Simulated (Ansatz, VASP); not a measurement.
# Cross-check of Mo22W3S50 (random alloy of the monolayer 2H MoS2-WS2 line, x = 0.12) between VASP and Ansatz

Wanted: the spread between two codes on one cell, functional and k mesh. The cell is taken from a series of runs on this material, whose earlier steps may have relaxed, scaled, displaced or heated it; both programs get it as it stands.

Main program and level: Ansatz 0.2.0; plane waves, with VASP 6.6.1 beside it; single point at PBE.

## 1. Set-up

The cell holds 75 atoms: 22 Mo, 50 S and 3 W. Cell: a = 15.900 Å, b = 15.900 Å, c = 18.500 Å, α = 90.0°, β = 90.0°, γ = 120.0°. It derives from MoS2 (monolayer 2H MoS2-WS2), repeated 5×5×1. Monolayer 2H MoS2-WS2: 75 atoms, 3 of 25 Mo sites given to W at random, cell and internal coordinates interpolated linearly between the end members (Vegard's rule); (so at first; earlier steps may have moved the atoms), displaced by a Gaussian of 0.02 A. Lattice constants are starting values near those of PBE. Vacuum lies along c.

## 2. VASP: single point, PBE

A single point gives forces, pressure and levels at one fixed geometry, so differences don't come from the geometry; what else differs is listed under the comparison.

Lines of VASP's logs that name or quote its potential files are left out, and so is its time.

Input file INCAR:

```
SYSTEM = Mo22W3S50
PREC = Accurate
ENCUT = 520
EDIFF = 1E-06
NELM = 120
ISMEAR = -1
SIGMA = 0.025
LREAL = Auto
ALGO = Normal
GGA = PE
NBANDS = 368
LASPH = .TRUE.
LORBIT = 11
LWAVE = .FALSE.
LCHARG = .FALSE.
ISIF = 2
GGA_COMPAT = .FALSE.
EFERMI = MIDGAP
NCORE = 2
```

Input file POSCAR:

```
Mo22W3S50
1.0
   15.9000000000      0.0000000000      0.0000000000
   -7.9500000000     13.7698000000      0.0000000000
    0.0000000000      0.0000000000     18.5000000000
Mo S W
22 50 3
Direct
    0.0001900000      0.0004300000      0.5000100000
    0.0004500000      0.2001500000      0.5001300000
    0.0005100000      0.6004000000      0.5001000000
    0.0002900000      0.7999000000      0.5000200000
    0.2001200000      0.0001500000      0.5000400000
    0.2000800000      0.1998800000      0.5000600000
    0.2002200000      0.3998300000      0.5000600000
    0.2002600000      0.6004400000      0.5000800000
    0.2003700000      0.8004400000      0.5001000000
    0.4002300000      0.0002600000      0.5002200000
    0.3998600000      0.2001400000      0.5001600000
    0.3998500000      0.3998900000      0.5000800000
    0.3999400000      0.5999300000      0.5000600000
    0.4002200000      0.8001700000      0.5001300000
    0.6001900000      0.9999900000      0.5002800000
    0.6003000000      0.1999900000      0.5002800000
    0.6000900000      0.6004400000      0.5000300000
    0.5997600000      0.7997500000      0.5001000000
    0.8003900000      0.0004300000      0.5001300000
    0.7998200000      0.1998400000      0.5002800000
    0.7998300000      0.3995600000      0.5002400000
    0.8006100000      0.6004500000      0.5000700000
    0.1333200000      0.0666100000      0.5846500000
    0.1333900000      0.0667200000      0.4153900000
    0.1337100000      0.2666400000      0.5846700000
    0.1335900000      0.2666000000      0.4154800000
    0.1334600000      0.4667500000      0.5847200000
    0.1333300000      0.4666800000      0.4154700000
    0.1338200000      0.6672200000      0.5846500000
    0.1337900000      0.6672100000      0.4155100000
    0.1335000000      0.8669000000      0.5846300000
    0.1335900000      0.8668600000      0.4154400000
    0.3333700000      0.0668900000      0.5847100000
    0.3336000000      0.0669500000      0.4155800000
    0.3331900000      0.2666900000      0.5847200000
    0.3332700000      0.2666600000      0.4155000000
    0.3333700000      0.4666000000      0.5847000000
    0.3333700000      0.4665700000      0.4154300000
    0.3334200000      0.6667700000      0.5846700000
    0.3334700000      0.6668600000      0.4155000000
    0.3336000000      0.8669200000      0.5847200000
    0.3337500000      0.8670700000      0.4155900000
    0.5335000000      0.0666900000      0.5848400000
    0.5336000000      0.0667600000      0.4157200000
    0.5334900000      0.2670200000      0.5848000000
    0.5335700000      0.2668900000      0.4155900000
    0.5335300000      0.4669500000      0.5847500000
    0.5335200000      0.4668100000      0.4154200000
    0.5331700000      0.6665800000      0.5846800000
    0.5331400000      0.6666000000      0.4154100000
    0.5334100000      0.8665300000      0.5847800000
    0.5335000000      0.8667500000      0.4156000000
    0.7334900000      0.0665600000      0.5849000000
    0.7333900000      0.0666900000      0.4156000000
    0.7333200000      0.2664100000      0.5849500000
    0.7332700000      0.2663300000      0.4156500000
    0.7334500000      0.4669300000      0.5848100000
    0.7334700000      0.4667200000      0.4154600000
    0.7337800000      0.6673000000      0.5846900000
    0.7337700000      0.6672400000      0.4153800000
    0.7335200000      0.8666800000      0.5847200000
    0.7334400000      0.8667900000      0.4154300000
    0.9336800000      0.0670300000      0.5847300000
    0.9335900000      0.0671200000      0.4154500000
    0.9336100000      0.2668800000      0.5848400000
    0.9334300000      0.2668200000      0.4155700000
    0.9335500000      0.4667200000      0.5848400000
    0.9333800000      0.4665700000      0.4155400000
    0.9337600000      0.6668100000      0.5847000000
    0.9338000000      0.6667200000      0.4154000000
    0.9335200000      0.8668300000      0.5846500000
    0.9335200000      0.8668200000      0.4153600000
    0.0001400000      0.4001100000      0.5001700000
    0.6002300000      0.4003200000      0.5001400000
    0.8002900000      0.8003100000      0.5000100000
```

Input file KPOINTS:

```
Automatic mesh
0
Gamma
1 1 1
0 0 0
```

Potentials, in the order of the species: Mo_sv, S and W (PBE family, release 64).

Launch:

```
$ mpirun -np 8 vasp_gam
```

Numbers of over 12 decimals in the logs are rounded to 6 here.

The log of the run:

```text
[banner, memory and clock lines left out]
running    8 mpi-ranks, on    1 nodes
[...]
LDA part: xc-table for (Slater+PW92), standard interpolation
 POSCAR, INCAR and KPOINTS ok, starting setup
[...]
entering main loop
       N       E                     dE             d eps       ncg     rms          rms(c)
DAV:   1     0.778343500412E+04    0.77834E+04   -0.32870E+05   864   0.147E+03
DAV:   2     0.334913093387E+03   -0.74485E+04   -0.72762E+04  1152   0.356E+02
DAV:   3    -0.553234277195E+03   -0.88815E+03   -0.87917E+03   832   0.124E+02
DAV:   4    -0.588553108691E+03   -0.35319E+02   -0.35092E+02   928   0.255E+01
[...]
DAV:  31    -0.551976209654E+03   -0.27660E-05    0.90336E-08   496   0.229E-04    0.261E-04
DAV:  32    -0.551976212036E+03   -0.23815E-05    0.70093E-08   504   0.184E-04    0.131E-04
DAV:  33    -0.551976212670E+03   -0.63387E-06    0.14863E-07   464   0.124E-04
   1 F= -.55197621E+03 E0= -.55197621E+03  d E =-.242472E-16
```

From OUTCAR (step 2):

```text
  FREE ENERGIE OF THE ION-ELECTRON SYSTEM (eV)
  ---------------------------------------------------
  free  energy   TOTEN  =      -551.9762126698 eV

  energy  without entropy=     -551.9762126698  energy(sigma->0) =     -551.97621267
```

This run has no spin polarisation, so a moment on Mo and W, if there is one, isn't seen.

## 3. Ansatz: single point, PBE

Ansatz runs on its default PAW (the set named soft_2) files.

The same cell, functional, mesh and smearing now go to Ansatz, which takes its cutoff from its data sets.

Input file input.yaml:

```yaml
crystal:
  lattice:
    - [15.9, 0.0, 0.0]
    - [-7.95, 13.7698, 0.0]
    - [0.0, 0.0, 18.5]
  atoms:
    - { symbol: Mo, position: [0.00019, 0.00043, 0.50001] }
    - { symbol: S, position: [0.13332, 0.06661, 0.58465] }
    - { symbol: S, position: [0.13339, 0.06672, 0.41539] }
    - { symbol: Mo, position: [0.00045, 0.20015, 0.50013] }
    - { symbol: S, position: [0.13371, 0.26664, 0.58467] }
    - { symbol: S, position: [0.13359, 0.2666, 0.41548] }
    - { symbol: W, position: [0.00014, 0.40011, 0.50017] }
    - { symbol: S, position: [0.13346, 0.46675, 0.58472] }
    - { symbol: S, position: [0.13333, 0.46668, 0.41547] }
    - { symbol: Mo, position: [0.00051, 0.6004, 0.5001] }
    - { symbol: S, position: [0.13382, 0.66722, 0.58465] }
    - { symbol: S, position: [0.13379, 0.66721, 0.41551] }
    - { symbol: Mo, position: [0.00029, 0.7999, 0.50002] }
    - { symbol: S, position: [0.1335, 0.8669, 0.58463] }
    - { symbol: S, position: [0.13359, 0.86686, 0.41544] }
    - { symbol: Mo, position: [0.20012, 0.00015, 0.50004] }
    - { symbol: S, position: [0.33337, 0.06689, 0.58471] }
    - { symbol: S, position: [0.3336, 0.06695, 0.41558] }
    - { symbol: Mo, position: [0.20008, 0.19988, 0.50006] }
    - { symbol: S, position: [0.33319, 0.26669, 0.58472] }
    - { symbol: S, position: [0.33327, 0.26666, 0.4155] }
    - { symbol: Mo, position: [0.20022, 0.39983, 0.50006] }
    - { symbol: S, position: [0.33337, 0.4666, 0.5847] }
    - { symbol: S, position: [0.33337, 0.46657, 0.41543] }
    - { symbol: Mo, position: [0.20026, 0.60044, 0.50008] }
    - { symbol: S, position: [0.33342, 0.66677, 0.58467] }
    - { symbol: S, position: [0.33347, 0.66686, 0.4155] }
    - { symbol: Mo, position: [0.20037, 0.80044, 0.5001] }
    - { symbol: S, position: [0.3336, 0.86692, 0.58472] }
    - { symbol: S, position: [0.33375, 0.86707, 0.41559] }
    - { symbol: Mo, position: [0.40023, 0.00026, 0.50022] }
    - { symbol: S, position: [0.5335, 0.06669, 0.58484] }
    - { symbol: S, position: [0.5336, 0.06676, 0.41572] }
    - { symbol: Mo, position: [0.39986, 0.20014, 0.50016] }
    - { symbol: S, position: [0.53349, 0.26702, 0.5848] }
    - { symbol: S, position: [0.53357, 0.26689, 0.41559] }
    - { symbol: Mo, position: [0.39985, 0.39989, 0.50008] }
    - { symbol: S, position: [0.53353, 0.46695, 0.58475] }
    - { symbol: S, position: [0.53352, 0.46681, 0.41542] }
    - { symbol: Mo, position: [0.39994, 0.59993, 0.50006] }
    - { symbol: S, position: [0.53317, 0.66658, 0.58468] }
    - { symbol: S, position: [0.53314, 0.6666, 0.41541] }
    - { symbol: Mo, position: [0.40022, 0.80017, 0.50013] }
    - { symbol: S, position: [0.53341, 0.86653, 0.58478] }
    - { symbol: S, position: [0.5335, 0.86675, 0.4156] }
    - { symbol: Mo, position: [0.60019, 0.99999, 0.50028] }
    - { symbol: S, position: [0.73349, 0.06656, 0.5849] }
    - { symbol: S, position: [0.73339, 0.06669, 0.4156] }
    - { symbol: Mo, position: [0.6003, 0.19999, 0.50028] }
    - { symbol: S, position: [0.73332, 0.26641, 0.58495] }
    - { symbol: S, position: [0.73327, 0.26633, 0.41565] }
    - { symbol: W, position: [0.60023, 0.40032, 0.50014] }
    - { symbol: S, position: [0.73345, 0.46693, 0.58481] }
    - { symbol: S, position: [0.73347, 0.46672, 0.41546] }
    - { symbol: Mo, position: [0.60009, 0.60044, 0.50003] }
    - { symbol: S, position: [0.73378, 0.6673, 0.58469] }
    - { symbol: S, position: [0.73377, 0.66724, 0.41538] }
    - { symbol: Mo, position: [0.59976, 0.79975, 0.5001] }
    - { symbol: S, position: [0.73352, 0.86668, 0.58472] }
    - { symbol: S, position: [0.73344, 0.86679, 0.41543] }
    - { symbol: Mo, position: [0.80039, 0.00043, 0.50013] }
    - { symbol: S, position: [0.93368, 0.06703, 0.58473] }
    - { symbol: S, position: [0.93359, 0.06712, 0.41545] }
    - { symbol: Mo, position: [0.79982, 0.19984, 0.50028] }
    - { symbol: S, position: [0.93361, 0.26688, 0.58484] }
    - { symbol: S, position: [0.93343, 0.26682, 0.41557] }
    - { symbol: Mo, position: [0.79983, 0.39956, 0.50024] }
    - { symbol: S, position: [0.93355, 0.46672, 0.58484] }
    - { symbol: S, position: [0.93338, 0.46657, 0.41554] }
    - { symbol: Mo, position: [0.80061, 0.60045, 0.50007] }
    - { symbol: S, position: [0.93376, 0.66681, 0.5847] }
    - { symbol: S, position: [0.9338, 0.66672, 0.4154] }
    - { symbol: W, position: [0.80029, 0.80031, 0.50001] }
    - { symbol: S, position: [0.93352, 0.86683, 0.58465] }
    - { symbol: S, position: [0.93352, 0.86682, 0.41536] }
kpoints:
  mp_grid: { grid: [1, 1, 1] }
hamiltonian:
  xc: pbe
scf:
  occupations: { method: fermi_dirac, width: 0.025 }
output:
  forces: true
  populations: true
  dos:
    method: { smearing: { sigma: 0.08 } }
    de: 0.05
    projected: { site_lists: { Mo: [Mo], S: [S], W: [W] } }
  eigenvalues: true
  write_density: true
  write_potential: true
  volumetric_format: npy
```

Launch:

```
$ ansatz run input.yaml --threads 6 --pin off --max-ram 76800MiB --backend cuda --events-out ev --progress --plain --runs-dir out
```

The log of the run:

```text
Engine: ansatz 0.2.0, x86_64-unknown-linux-gnu
Pseudopotentials: kind: paw
Pseudopotential: Mo, paw, valence charge 14, recommended cutoff 420 eV (normal), Mo.paw.azcp
Pseudopotential: S, paw, valence charge 6, recommended cutoff 420 eV (normal), S.paw.azcp
Pseudopotential: W, paw, valence charge 14, recommended cutoff 420 eV (normal), W.paw.azcp
Functional definition: PBE
  parameter kappa = 0.804
  parameter beta = 0.066725
  exchange = pbe_x(kappa = kappa, mu = beta*pi^2/3)
  correlation = pbe_c(beta = beta)
device memory: the entry about to start is reckoned to put 7.2 GiB on a device that reports 78.0 GiB free
GPU FFT provider: cuFFT
GPU libraries: cuBLAS 13.8.2, cuFFT 12.4.0, cuSOLVER 12.3.4
Crystal: 75 atoms, lattice volume = 4050.387 Å³
Basis set: ecut = 420 eV, 79165 PW (Γ), exchange–correlation on 216×216×250 points (8 copies of the dense FFT grid, shifted against one another)
Bands: 400, of which v1, the nominal top of the filled ones, is band 325 counted from 1 (324 counted from 0)
Symmetry: 1 space group operations
Space group: P1 (ITA 1), of the structure as read, at distance tolerance 1.6e-4 Å
k-points: 1
Non-local potential: Mo, projectors of the file, l = 0: 3, l = 1: 2, l = 2: 2, l = 3: 1
Non-local potential: S, projectors of the file, l = 0: 2, l = 1: 2, l = 2: 2
Non-local potential: W, projectors of the file, l = 0: 3, l = 1: 2, l = 2: 2, l = 3: 1
PAW form: soft (Blöchl's): semilocal exchange-correlation on the pseudo side does not see the compensation charge
PAW one-centre angular grid: Mo, 590 points (default); XC on 64 Gauss nodes
PAW one-centre angular grid: S, 110 points (default); XC on 64 Gauss nodes
PAW one-centre angular grid: W, 590 points (default); XC on 64 Gauss nodes
Initial density: superposition of atomic densities (neutral atoms: chi_scale 0, normalization atom), corrected by the library's trained network
Initial wavefunctions: pseudopotential atomic-orbital guess
GPU buffer pool allocated for 1458000 grid points (all kernels)
GPU transforms: local potential and band sums: pruned to the plane-wave sphere, on 108×108×125
Functional: x = pbe(κ = 0.804, μ = 0.219515), c = pbe(β = 0.066725)
SCF iter   1: F=—  HF=-185356.088508 eV  |F-HF|=—  |Δ(HF+E_count)|=         —  Δρ=3.17e-3  dr2=2.47e-1  ethr=1.77e-3  ⟨swp⟩=8.0  Hψ=1744  notcnv=0  defer=6
preconditioner: auto → Resta (q_TF=auto, 2.011 Å⁻¹)  ε∞=3.6  [insulator: Δε(μ)=1.998 eV  Ē_g=7.707 eV  σ=0.025 eV  W_gap=1.00  n_scr=538 (ndim 8)  ℏωp=12.4 eV  f_vac=0.638  D(μ)=0.00/eV (n_scr^D=0)  ε∞_Penn≈3.6  vacuum switching on, ρ_ref=4.3e-3 e/Å³]
SCF iter   2: F=—  HF=-185356.215001 eV  |F-HF|=—  |Δ(HF+E_count)|=   1.26e-1  Δρ=1.89e-3  dr2=1.45e-1  ethr=3.80e-5  ⟨swp⟩=3.0  Hψ=799  notcnv=0  defer=51
SCF iter   3: F=—  HF=-185356.252226 eV  |F-HF|=—  |Δ(HF+E_count)|=   3.72e-2  Δρ=1.24e-3  dr2=6.75e-2  ethr=2.23e-5  ⟨swp⟩=3.0  Hψ=550  notcnv=0  defer=51
SCF iter   4: F=—  HF=-185356.277268 eV  |F-HF|=—  |Δ(HF+E_count)|=   2.50e-2  Δρ=6.72e-4  dr2=3.46e-2  ethr=1.04e-5  ⟨swp⟩=2.0  Hψ=533  notcnv=0  defer=51
SCF iter   5: F=—  HF=-185356.278652 eV  |F-HF|=—  |Δ(HF+E_count)|=   1.38e-3  Δρ=1.14e-4  dr2=7.88e-4  ethr=5.33e-6  ⟨swp⟩=2.0  Hψ=509  notcnv=0  defer=51
SCF iter   6: F=—  HF=-185356.277747 eV  |F-HF|=—  |Δ(HF+E_count)|=   9.05e-4  Δρ=6.64e-5  dr2=4.25e-4  ethr=1.21e-7  ⟨swp⟩=3.0  Hψ=644  notcnv=0  defer=51
SCF iter   7: F=—  HF=-185356.277727 eV  |F-HF|=—  |Δ(HF+E_count)|=   1.99e-5  Δρ=2.95e-5  dr2=9.59e-5  ethr=6.54e-8  ⟨swp⟩=2.0  Hψ=524  notcnv=0  defer=51
SCF iter   8: F=—  HF=-185356.279679 eV  |F-HF|=—  |Δ(HF+E_count)|=   1.95e-3  Δρ=1.97e-5  dr2=4.68e-5  ethr=1.48e-8  ⟨swp⟩=2.0  Hψ=575  notcnv=0  defer=51
SCF iter   9: F=—  HF=-185356.279673 eV  |F-HF|=—  |Δ(HF+E_count)|=   5.91e-6  Δρ=1.10e-5  dr2=7.78e-6  ethr=7.20e-9  ⟨swp⟩=2.0  Hψ=507  notcnv=0  defer=51
SCF iter  10: F=—  HF=-185356.279675 eV  |F-HF|=—  |Δ(HF+E_count)|=   1.62e-6  Δρ=4.09e-6  dr2=9.17e-7  ethr=1.20e-9  ⟨swp⟩=2.0  Hψ=524  notcnv=0  defer=51
SCF iter  11: F=—  HF=-185356.279676 eV  |F-HF|=—  |Δ(HF+E_count)|=   1.19e-6  Δρ=1.94e-6  dr2=3.28e-7  ethr=1.41e-10  ⟨swp⟩=2.0  Hψ=573  notcnv=0  defer=51
SCF iter  12: F=-185356.279677 eV  HF=-185356.279676 eV  |F-HF|=1.05e-7  |Δ(HF+E_count)|=   2.13e-7  Δρ=9.27e-7  dr2=5.92e-8  ethr=1.54e-11  ⟨swp⟩=17.0  Hψ=3621  notcnv=0
SCF 1 converged in 12 iterations: F = -185356.279677 eV  dr2 = 5.92e-8
  greatest PAW one-centre occupation: 1.000 electrons in one spin orbital (limit 2), on the W atom at site 51 (counted from 0), in its partial waves of l = 0
SCF converged after 12 iterations
Free energy (F): -185356.279677 eV
Harris-Foulkes:  -185356.279676 eV  (|F-HF|=1.05e-7)
Internal energy: -185356.279677 eV  (E = F + TS)
E sigma→0 (E₀):  -185356.279677 eV
Fermi energy:    0.422984 eV
--- Per-component energies (eV) ---
  E_band       = -11046.775787
  E_kinetic    = 16406.750010
[...]
atom  20  S      0.00750052    -0.00112804    -0.00041179
  atom  21  S      0.00663487    -0.00135906    -0.00430477
  atom  22  Mo     0.00011519    -0.00197715     0.00343815
  atom  23  S     -0.00296094     0.00051865    -0.00629516
  atom  24  S     -0.00421702     0.00222735     0.00528047
  atom  25  Mo    -0.01199101     0.00394512    -0.00386224
  atom  26  S      0.00126886    -0.00255925    -0.00381162
  atom  27  S     -0.00286806    -0.00436876     0.00452026
  atom  28  Mo    -0.00553503    -0.00658551    -0.00585861
  atom  29  S      0.00146331    -0.00047850    -0.00112418
  atom  30  S     -0.00326803    -0.00474650     0.00022603
  atom  31  Mo     0.00341922     0.00410461    -0.00212934
  atom  32  S     -0.00373718     0.00533963    -0.00008078
  atom  33  S     -0.00460178     0.00206779    -0.00291721
  atom  34  Mo    -0.00309707     0.00593342    -0.00038892
  atom  35  S      0.00258533     0.00166628     0.00301065
  atom  36  S     -0.00201649     0.00659126    -0.00094454
  atom  37  Mo     0.00197197     0.00150283     0.00342101
  atom  38  S      0.00290944    -0.00611897    -0.00534016
  atom  39  S      0.00337326    -0.00031978     0.00298996
  atom  40  Mo    -0.00053653     0.00004952    -0.00000913
  atom  41  S      0.00073358    -0.00385955     0.00056458
  atom  42  S      0.00247932     0.00262598     0.00521671
  atom  43  Mo    -0.00091974    -0.01097286     0.00553995
[...]
atom  68  S     -0.00350934     0.00016614    -0.00491926
  atom  69  S      0.00339056     0.00250436    -0.00141497
  atom  70  Mo    -0.00218824    -0.00184374    -0.00718618
  atom  71  S      0.00086983    -0.00616872     0.00038243
  atom  72  S     -0.00841524    -0.00679307     0.00380344
  atom  73  W     -0.00340595     0.00741942     0.00148983
  atom  74  S      0.00049159    -0.00081589     0.00063087
  atom  75  S     -0.00043825     0.00112844    -0.00134785
  max |Σ_I F_I| component: 7.31e-6 eV/Å
--- Band table (eV) ---
  k-point 0: bands = [... 321 lower, -0.7987, -0.7960, -0.7865, -0.5614, 1.4389, 1.4478, 1.4526, 1.4632, ... 71 higher]
--- Löwdin populations: 75 sites ---
  site symbol       q [e]
     0     Mo     13.6766
     1      S      6.0668
     2      S      6.0674
     3     Mo     13.6765
     4      S      6.0657
     5      S      6.0658
     6      W     13.4620
     7      S      6.0819
     8      S      6.0821
     9     Mo     13.6766
    10      S      6.0660
    11      S      6.0663
    12     Mo     13.6762
    13      S      6.0667
    14      S      6.0672
    15     Mo     13.6671
    16      S      6.0679
    17      S      6.0678
    18     Mo     13.6666
    19      S      6.0657
    20      S      6.0655
    21     Mo     13.6764
    22      S      6.0683
    23      S      6.0685
[...]
67      S      6.0833
    68      S      6.0829
    69     Mo     13.6866
    70      S      6.0681
    71      S      6.0684
    72      W     13.4620
    73      S      6.0812
    74      S      6.0817
  spilling = 0.007913 (of n_electrons = 650.000000)
```

Reading the cycles: dr2 is the Hartree energy of the density residual (eV), the measure of convergence; HF is the Harris–Foulkes estimate of the energy, which meets the free energy F at convergence.

## 4. Comparison

Known differences besides the potentials themselves: the data sets hold 650 valence electrons in Ansatz (on its default PAW (the set named soft_2) files) and 626 in VASP; the cutoff is 420 eV in Ansatz and 520 eV in VASP (PREC = Accurate, projectors in real space). Total energies have different zeros and are not compared.

Compared:

```
              quantity  Ansatz   VASP  difference
gap on the k mesh (eV)   2.000  2.012      -0.012
```

At this near-relaxed geometry the largest component of a force difference is 27 meV/Å. A gap on the mesh is an upper bound, since the band edges may lie between its points; neither run holds spin-orbit coupling, which can move the band edges of a compound of W. With vacuum in the cell, a pressure given here is an average over mostly empty space and none of the material.

## 5. Summary of results

```json
{
  "difference in gap on the k mesh (single point, PBE)": "-0.012 eV",
  "r.m.s. force difference (single point, PBE)": "9.7 meV/Å"
}
```

In words: The r.m.s. force difference is 9.7 meV/Å (single point, PBE), within the 12 meV/Å picked in this series as the mark of a large difference. The data sets hold unlike numbers of valence electrons (650 in Ansatz and 626 in VASP), so part of the differences comes from the potentials. Such differences can come from data sets, numerical settings and the points named under the comparisons, not from the functional's error against experiment.

[Lines on the potential files, build, host, timing and source positions are cut from VASP's logs without a mark.]

[Logs are printed without paths, hosts, clocks, repeated set-up lines and the standing remarks that a program may print on its own settings, such as how far it seeks lower states.]

[Hosts, paths, dates, database ids (printed as entryN), source tags and the programs' standing remarks are cut or masked in the printed files.]
